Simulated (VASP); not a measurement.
Given:

```
SrTiO3
1.0
    3.81645     0.00000     0.00000
    0.00000     3.81645     0.00000
    0.00000     0.00000     3.81645
Sr Ti O
1 1 3
Direct
  0.00000   0.00000   0.00000
  0.50000   0.50000   0.50000
  0.50000   0.00000   0.50000
  0.00000   0.50000   0.50000
  0.50000   0.50000   0.00000
```

The numbers are results of PBEsol GGA, VASP's PBE PAW potentials (set 64) (plane waves; VASP), not measurements. Numerical set-up: 520 eV cut-off, 7×7×7 Γ-centred mesh, Gaussian smearing of 0.050 eV, potentials Sr_sv Ti_sv O.

Give the stress tensor in GPa (positive for a compressed cell).

```
13.10   0.00   0.00
 0.00  13.10   0.00
 0.00   0.00  13.10
```
The pressure is its mean diagonal, 13.10 GPa.

The compound is SrTiO3 in the cubic perovskite structure, the ideal cubic form; the compound distorts at low or room temperature. This cell is one point of a volume scan, at 0.94 of the reference volume.
